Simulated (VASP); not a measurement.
Crystal: AlN.

```xyz
4
Lattice="3.1130 0.0000 0.0000 -1.5565 2.6959 0.0000 0.0000 0.0000 4.9810" Properties=species:S:1:pos:R:3 pbc="T T T"
Al    0.0000    1.7973    0.0000
Al    1.5565    0.8986    2.4905
N     0.0000    1.7973    1.8928
N     1.5565    0.8986    4.3833
```

- Program: VASP 6.6.1
- Task: relaxation of cell and atoms
- Functional: PBE
- Potentials or basis: VASP PAW PBE potentials, release 64 (Al, N)
- Cutoff: 520 eV
- k mesh: 6 × 6 × 2
- Occupations: gaussian, width 0.02 eV
- Spin: no spin polarisation

At the start: pressure 3.4 GPa; volume 10.45 Å³/atom.

Q: How do energy, volume and symmetry change on relaxing?

A: Over 8 steps the energy falls by 2.2 meV/atom and the volume is 10.63 Å³/atom (+1.7 %); space group P6_3mc (No. 186, to 0.05 Å).

Step by step:
| step | energy change (eV) | largest force (eV/Å) | pressure (GPa) | volume (Å³) |
| --- | --- | --- | --- | --- |
| 1 | 0.0000 | 0.1307 | 3.43 | 41.80 |
| 2 | -0.0018 | 0.0936 | -2.88 | 43.17 |
| 3 | -0.0087 | 0.0035 | 0.00 | 42.51 |
| 4 | -0.0087 | 0.0057 | 0.07 | 42.50 |
| 5 | -0.0087 | 0.0068 | 0.05 | 42.50 |
| 6 | -0.0087 | 0.0074 | 0.04 | 42.51 |
| 7 | -0.0087 | 0.0016 | -0.03 | 42.52 |
| 8 | -0.0087 | 0.0008 | -0.01 | 42.52 |

Final structure:
```
Al N
1.0
     3.12838    0.00000    0.00000
    -1.56419    2.70926    0.00000
     0.00000    0.00000    5.01631
Al N
2 2
Cartesian
  0.0000 1.8062 5.0125
  1.5642 0.9031 2.5044
  0.0000 1.8062 1.9100
  1.5642 0.9031 4.4181
```

Caveat: the k mesh is coarse (spacing up to 0.63 Å⁻¹), so the values aren't converged.
